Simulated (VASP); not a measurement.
Computed with PBEsol GGA with spin-orbit coupling, VASP's PBE PAW potentials (set 64) (plane waves; VASP).

The input files of a VASP run:

### POSCAR
```
TiCo
2.9273120
  0.9999998412   0.0000000000   0.0000000000
  0.0000000000   0.9999998412   0.0000000000
  0.0000000000   0.0000000000   0.9999998412
Ti Co
1 1
Cartesian
  0.0000000000   0.0000000000   0.0000000000
  0.4999999206   0.4999999206   0.4999999206
```

INCAR:
```
# general
SYSTEM     = TiCo
PREC       = Accurate
ENCUT      = 400
LREAL      = .FALSE.
LASPH      = .TRUE.   # aspherical one-centre terms

# electronic loop
EDIFF      = 1E-6   # SCF stop (eV)
NELM       = 100   # most electronic steps
ALGO       = Normal   # blocked Davidson
LMAXMIX    = 4

# smearing
ISMEAR     = 0   # Gaussian
SIGMA      = 0.05   # width (eV)

# functional
GGA        = PS
GGA_COMPAT = .FALSE.

# spin
MAGMOM     = 6*0
LSORBIT    = .TRUE.

# output
LWAVE      = .FALSE.
LCHARG     = .FALSE.
```

KPOINTS_OPT:
```
k-points along high-symmetry lines
8
Line-mode
Reciprocal
  0.000000   0.000000   0.000000 ! GAMMA
  0.000000   0.500000   0.000000 ! X

  0.000000   0.500000   0.000000 ! X
  0.500000   0.500000   0.000000 ! M

  0.500000   0.500000   0.000000 ! M
  0.000000   0.000000   0.000000 ! GAMMA

  0.000000   0.000000   0.000000 ! GAMMA
  0.500000   0.500000   0.500000 ! R

  0.500000   0.500000   0.500000 ! R
  0.000000   0.500000   0.000000 ! X

  0.500000   0.500000   0.500000 ! R
  0.500000   0.500000   0.000000 ! M
```

**KPOINTS**
```
Automatic mesh
0
Gamma
11 11 11
0 0 0
```

POTCAR, in this order: Ti_sv Co (PBE.64 set). Program: vasp_ncl.

The run wrote:

### OUTCAR
```
 ion  position               nearest neighbor table
   1  0.000  0.000  0.000-   2 2.54   2 2.54   2 2.54   2 2.54   2 2.54   2 2.54   2 2.54   2 2.54
  LATTYP: Found a simple cubic cell.
 ALAT       =     2.9273115350
 Subroutine PRICEL returns:
 Original cell was already a primitive cell.
 Subroutine GETGRP returns: Found 48 space group operations
The static configuration has the point symmetry O_h .
The dynamic configuration has the point symmetry O_h .
The overall configuration has the point symmetry O_h .
 Subroutine INISYM returns: Found 48 space group operations
 Subroutine IBZKPT returns following result:
 Found     56 irreducible k-points:

 Following reciprocal coordinates:
            Coordinates               Weight
  0.000000  0.000000  0.000000      1.000000
  0.090909  0.000000  0.000000      6.000000
  0.181818  0.000000  0.000000      6.000000
  0.272727  0.000000  0.000000      6.000000
  0.363636  0.000000  0.000000      6.000000
  0.454545  0.000000  0.000000      6.000000
  0.090909  0.090909  0.000000     12.000000
  0.181818  0.090909  0.000000     24.000000
  0.272727  0.090909  0.000000     24.000000
  0.363636  0.090909  0.000000     24.000000
  0.454545  0.090909  0.000000     24.000000
  0.181818  0.181818  0.000000     12.000000
  0.272727  0.181818  0.000000     24.000000
  0.363636  0.181818  0.000000     24.000000
  0.454545  0.181818  0.000000     24.000000
  0.272727  0.272727  0.000000     12.000000
  0.363636  0.272727  0.000000     24.000000
  0.454545  0.272727  0.000000     24.000000
  0.363636  0.363636  0.000000     12.000000
  0.454545  0.363636  0.000000     24.000000
  0.454545  0.454545  0.000000     12.000000
  0.090909  0.090909  0.090909      8.000000
  0.181818  0.090909  0.090909     24.000000
  0.272727  0.090909  0.090909     24.000000
  0.363636  0.090909  0.090909     24.000000
  0.454545  0.090909  0.090909     24.000000
  0.181818  0.181818  0.090909     24.000000
  0.272727  0.181818  0.090909     48.000000
  0.363636  0.181818  0.090909     48.000000
  0.454545  0.181818  0.090909     48.000000
  0.272727  0.272727  0.090909     24.000000
  0.363636  0.272727  0.090909     48.000000
  0.454545  0.272727  0.090909     48.000000
  0.363636  0.363636  0.090909     24.000000
  0.454545  0.363636  0.090909     48.000000
  0.454545  0.454545  0.090909     24.000000
  0.181818  0.181818  0.181818      8.000000
  0.272727  0.181818  0.181818     24.000000
  0.363636  0.181818  0.181818     24.000000
  0.454545  0.181818  0.181818     24.000000
   k-points           NKPTS =     56   k-points in BZ     NKDIM =     56   number of bands    NBANDS=     28
   number of dos      NEDOS =    301   number of ions     NIONS =      2
   total plane-waves  NPLWV =   8000
   dimension x,y,z NGX =    20 NGY =   20 NGZ =   20
   dimension x,y,z NGXF=    40 NGYF=   40 NGZF=   40
   ions per type =               1   1
   PREC   = accura    normal or accurate (medium, high low for compatibility)
   ISTART =      0    job   : 0-new  1-cont  2-samecut
   ICHARG =      2    charge: 1-file 2-atom 10-const
   ISPIN  =      1    spin polarized calculation?
   LNONCOLLINEAR =      T non collinear calculations
   LSORBIT =      T    spin-orbit coupling
   INIWAV =      1    electr: 0-lowe 1-rand  2-diag
   ENCUT  =  400.0 eV  29.40 Ry    5.42 a.u.   4.77  4.77  4.77*2*pi/ulx,y,z
   NELM   =    100;   NELMIN=  2; NELMDL= -5     # of ELM steps
   EDIFF  = 0.1E-05   stopping-criterion for ELM
   LREAL  =      F    real-space projection
   NLSPLINE    = F    spline interpolate recip. space projectors
   LMAXMIX     =    4 max onsite mixed and CHGCAR
...
```

OSZICAR:
```
       N       E                     dE             d eps       ncg     rms          rms(c)
DAV:   1     0.185544891429E+03    0.18554E+03   -0.85430E+03  3144   0.166E+03
DAV:   2    -0.185994275931E+00   -0.18573E+03   -0.18142E+03  3168   0.443E+02
DAV:   3    -0.182719678708E+02   -0.18086E+02   -0.17646E+02  5108   0.141E+02
DAV:   4    -0.193685805457E+02   -0.10966E+01   -0.10862E+01  4412   0.289E+01
DAV:   5    -0.194251278849E+02   -0.56547E-01   -0.56524E-01  4496   0.557E+00    0.149E+01
DAV:   6    -0.179993878628E+02    0.14257E+01   -0.17334E+01  3500   0.664E+01    0.961E+00
DAV:   7    -0.186737031537E+02   -0.67432E+00   -0.20944E+01  5048   0.562E+01    0.182E+01
DAV:   8    -0.168976114740E+02    0.17761E+01   -0.72836E+00  4268   0.360E+01    0.186E+00
DAV:   9    -0.169100230363E+02   -0.12412E-01   -0.33737E-01  4792   0.695E+00    0.182E+00
DAV:  10    -0.169032238826E+02    0.67992E-02   -0.10474E-01  3956   0.424E+00    0.576E-01
DAV:  11    -0.169013358196E+02    0.18881E-02   -0.83982E-03  4284   0.115E+00    0.348E-01
DAV:  12    -0.169005217261E+02    0.81409E-03   -0.38146E-03  4004   0.769E-01    0.147E-01
DAV:  13    -0.169002822077E+02    0.23952E-03   -0.78053E-04  4736   0.309E-01    0.212E-02
DAV:  14    -0.169002823412E+02   -0.13349E-06   -0.34308E-05  3572   0.701E-02    0.140E-02
DAV:  15    -0.169002820567E+02    0.28450E-06   -0.31767E-06  3564   0.189E-02
   1 F= -.16900282E+02 E0= -.16898739E+02  d E =-.308655E-02  mag=    -0.0000     0.0000     0.0000
       N       E                     dE             ncg
```

OUTCAR:
```
------------------------ aborting loop because EDIFF is reached ----------------------------------------
  FORCE on cell =-STRESS in cart. coord.  units (eV):
  Direction    XX          YY          ZZ          XY          YZ          ZX
  --------------------------------------------------------------------------------------
  Total       -0.0473443     -0.0473443     -0.0473443      0.0000000      0.0000000      0.0000000
  in kB       -3.0239255     -3.0239255     -3.0239255      0.0000000      0.0000000      0.0000000
  external PRESSURE =      -3.0239255 kB  Pullay stress =       0.0000000 kB
  volume of cell :       25.08
      direct lattice vectors                 reciprocal lattice vectors
     2.927311535  0.000000000  0.000000000     0.341610378  0.000000000  0.000000000
     0.000000000  2.927311535  0.000000000     0.000000000  0.341610378  0.000000000
     0.000000000  0.000000000  2.927311535     0.000000000  0.000000000  0.341610378
 POSITION                                       TOTAL-FORCE (eV/Angst)
 -----------------------------------------------------------------------------------
      0.00000      0.00000      0.00000         0.000000      0.000000      0.000000
      1.46366      1.46366      1.46366         0.000000      0.000000      0.000000
 -----------------------------------------------------------------------------------
    total drift:                               -0.000000      0.000000      0.000000
  FREE ENERGIE OF THE ION-ELECTRON SYSTEM (eV)
  ---------------------------------------------------
  free  energy   TOTEN  =       -16.9002820567 eV

  energy  without entropy=      -16.8971955041  energy(sigma->0) =      -16.89873878

 Ion:    1  E_soc:     -0.0118570

 Ion:    2  E_soc:     -0.0170050
```
(Selected blocks of OUTCAR.)

The compound is TiCo in the CsCl type structure. It was relaxed first, which changed the volume by -6 %.
